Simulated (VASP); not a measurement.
Consider the following.

```
CELL_PARAMETERS angstrom
      1.73755    -3.00953     0.00000
      1.73755     3.00953     0.00000
      0.00000     0.00000     5.49169
ATOMIC_POSITIONS crystal
  Pt 0.00000 0.00000 0.00000
  S  0.33333 0.66667 0.22020
  S  0.66667 0.33333 0.77980
```

The numbers are results of r2SCAN meta-GGA, VASP's PBE PAW potentials (set 64) (plane waves; VASP 6.6.1), not measurements. Numerical set-up: 480 eV cut-off, 8×8×4 Γ-centred mesh, Gaussian smearing of 0.050 eV, potentials Pt S.

### Question
What does the run give for the energy per atom (σ→0), pressure, largest force?

### Answer

```
Item                            Result
---------------------  ---------------
energy per atom (σ→0)  -22.925 eV/atom
pressure                     91.8 kbar
largest force          0.01780 Ha/bohr
```

The compound is PtS2 in the 1T layered structure. This cell was strained or had an atom moved on purpose.
